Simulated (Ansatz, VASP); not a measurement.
**Si3Sn in VASP and in Ansatz**

File INCAR:

```
ALGO     = Normal         # electronic algorithm
EDIFF    = 1E-6           # SCF threshold, eV
EDIFFG   = -0.01          # ionic threshold
ENCUT    = 600            # plane-wave cutoff, eV
GGA      = PE             # functional
IBRION   = 2              # ionic algorithm
ISIF     = 3              # what is computed and relaxed
ISMEAR   = 0              # smearing method
LASPH    = True           # aspherical terms in the spheres
LCHARG   = False          # write CHGCAR
LREAL    = False          # projectors in reciprocal space
LWAVE    = False          # write WAVECAR
NELM     = 100            # most SCF steps
NSW      = 100            # ionic steps
PREC     = Accurate       # precision mode
SIGMA    = 0.1            # smearing width, eV
```

Contents of KPOINTS:

```
k-points
0
Gamma
  16 16 6
```

POSCAR

```
Si3Sn
1.0
    3.0465780554      0.0000000000      0.0000000000
    0.0000000000      3.0465780554      0.0000000000
    0.0000000000      0.0000000000      8.0578000293
Si Sn
3 1
Direct
    0.0000000000      0.0000000000      0.0000000000
    0.5000000000      0.5000000000      0.1846973619
    0.5000000000      0.5000000000      0.8153026381
    0.0000000000      0.0000000000      0.5000000000
```

Input for Ansatz:

```yaml
crystal:
  lattice:
    - [3.0465780554, 0.0, 0.0]
    - [0.0, 3.0465780554, 0.0]
    - [0.0, 0.0, 8.0578000293]
  atoms:
    - { symbol: Si, position: [0.0, 0.0, 0.0] }
    - { symbol: Si, position: [0.5, 0.5, 0.1846973619] }
    - { symbol: Si, position: [0.5, 0.5, 0.8153026381] }
    - { symbol: Sn, position: [0.0, 0.0, 0.5] }
basis:
  ecutwfc: 420
kpoints:
  mp_grid: { grid: [16, 16, 6] }
hamiltonian:
  xc: pbe
scf:
  occupations: { method: gaussian, width: 0.1 }
output:
  forces: true
  stress: true
  eigenvalues: true
  write_density: true
  write_potential: true
  elf: true
  volumetric_format: npy
relax:
  adjacent_minimum: "off"
  f_tol: 0.01
  max_steps: 80
  cell: { stress_tol: 0.05 }
```

Alike in both runs: task relaxation of cell and atoms; functional PBE; k mesh 16 × 16 × 6; occupations gaussian, width 0.1 eV; no spin polarisation.

|  | VASP | Ansatz |
| --- | --- | --- |
| version | VASP 6.6.1 | Ansatz 0.2.0 |
| potentials or method | VASP PAW PBE potentials, release 64 (Si, Sn_d) | scalar-relativistic, plane waves, PAW |
| plane-wave cutoff (eV) | 600 | 420 |
| valence electrons in the cell | 26 | 26 |

|  | VASP | Ansatz | Ansatz less VASP |
| --- | --- | --- | --- |
| gap on the k mesh at the Fermi level, each at its own relaxed structure (eV) | none | none | - |
| relaxed volume (Å³/atom) | 18.32 | 18.33 | +0.007 |
| relaxed cell length with the largest relative difference (Å) | 6.786 | 6.788 | +0.0014 |
| energy change over the relaxation (meV/atom) | -66 | -66 | 0.0 |

A gap of «none» marks a metal or a gap that the smearing closes.

Caveats: the bands computed are all filled at some k points, so no gap is given.
